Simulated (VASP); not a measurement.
All values below come from PBE GGA, VASP's PBE PAW potentials (set 64) (plane waves; VASP 6.6.1).

VASP input:

POSCAR:
```
Tb
1
    1.8217236983    -3.1553175327     0.0000000000
    1.8217236983     3.1553175327     0.0000000000
    0.0000000000     0.0000000000     5.5622616526
Tb
2
Direct
  0.3333330000   0.6666670000   0.2500000000
  0.6666670000   0.3333330000   0.7500000000
```

**KPOINTS**
```
Automatic mesh
0
Gamma
10 10 6
0 0 0
```

**INCAR**
```
ALGO=Normal
EDIFF=1E-7
ENCUT=480
GGA=PE
ISIF=2
ISMEAR=1
LASPH=.True.
LCHARG=.False.
LMAXMIX=6
LREAL=.False.
LWAVE=.False.
NELM=100
PREC=Accurate
SIGMA=0.1
SYSTEM=Tb
```

POTCAR, in this order: Tb_3 (PBE.64 set). Program: vasp_std.

What VASP printed:

**OSZICAR**
```
       N       E                     dE             d eps       ncg     rms          rms(c)
DAV:   1     0.404956765982E+02    0.40496E+02   -0.86771E+03  1456   0.117E+03
DAV:   2    -0.688011067027E+01   -0.47376E+02   -0.46181E+02  1551   0.246E+02
DAV:   3    -0.905811989113E+01   -0.21780E+01   -0.19952E+01  1998   0.308E+01
DAV:   4    -0.910475384719E+01   -0.46634E-01   -0.46444E-01  1665   0.470E+00
DAV:   5    -0.910597347873E+01   -0.12196E-02   -0.12177E-02  2131   0.580E-01    0.240E+01
DAV:   6    -0.910667896748E+01   -0.70549E-03   -0.22429E-02  1713   0.127E+00    0.144E+01
DAV:   7    -0.911507368953E+01   -0.83947E-02   -0.41792E-02  1701   0.174E+00    0.223E-01
DAV:   8    -0.911475879768E+01    0.31489E-03   -0.22854E-03  1701   0.389E-01    0.636E-02
DAV:   9    -0.911476645646E+01   -0.76588E-05   -0.21975E-04  1796   0.117E-01    0.346E-02
DAV:  10    -0.911475973347E+01    0.67230E-05   -0.33275E-05  1711   0.425E-02    0.404E-02
DAV:  11    -0.911476098151E+01   -0.12480E-05   -0.46725E-06  1646   0.164E-02    0.167E-03
DAV:  12    -0.911476122878E+01   -0.24727E-06   -0.34872E-07  1746   0.487E-03    0.469E-03
DAV:  13    -0.911476104725E+01    0.18152E-06   -0.58278E-08   908   0.192E-03    0.790E-04
DAV:  14    -0.911476102615E+01    0.21105E-07   -0.12902E-08   863   0.106E-03
   1 F= -.91147610E+01 E0= -.91152986E+01  d E =0.161260E-02
```

OUTCAR:
```
------------------------ aborting loop because EDIFF is reached ----------------------------------------
  FORCE on cell =-STRESS in cart. coord.  units (eV):
  Direction    XX          YY          ZZ          XY          YZ          ZX
  --------------------------------------------------------------------------------------
  Total        0.1950748      0.1950747      0.4820991      0.0000000     -0.0000000      0.0000000
  in kB        4.8877019      4.8877005     12.0792482      0.0000000     -0.0000000      0.0000000
  external PRESSURE =       7.2848835 kB  Pullay stress =       0.0000000 kB
  volume of cell :       63.95
      direct lattice vectors                 reciprocal lattice vectors
     1.821723698 -3.155317533  0.000000000     0.274465332 -0.158462657  0.000000000
     1.821723698  3.155317533  0.000000000     0.274465332  0.158462657  0.000000000
     0.000000000  0.000000000  5.562261653     0.000000000  0.000000000  0.179782984
 POSITION                                       TOTAL-FORCE (eV/Angst)
 -----------------------------------------------------------------------------------
      1.82172      1.05177      1.39057        -0.000000      0.000000      0.000000
      1.82172     -1.05177      4.17170         0.000000     -0.000000      0.000000
 -----------------------------------------------------------------------------------
    total drift:                                0.000004      0.000109     -0.000011
  FREE ENERGIE OF THE ION-ELECTRON SYSTEM (eV)
  ---------------------------------------------------
  free  energy   TOTEN  =        -9.1147610261 eV

  energy  without entropy=       -9.1163736257  energy(sigma->0) =       -9.11529856
```
(Selected blocks of OUTCAR.)

The 4f electrons are frozen in the core of the lanthanide potential, so 4f levels, which can set the real gap, and their magnetism are missing.

The compound is Tb in the hcp structure. This cell was strained or had an atom moved on purpose.
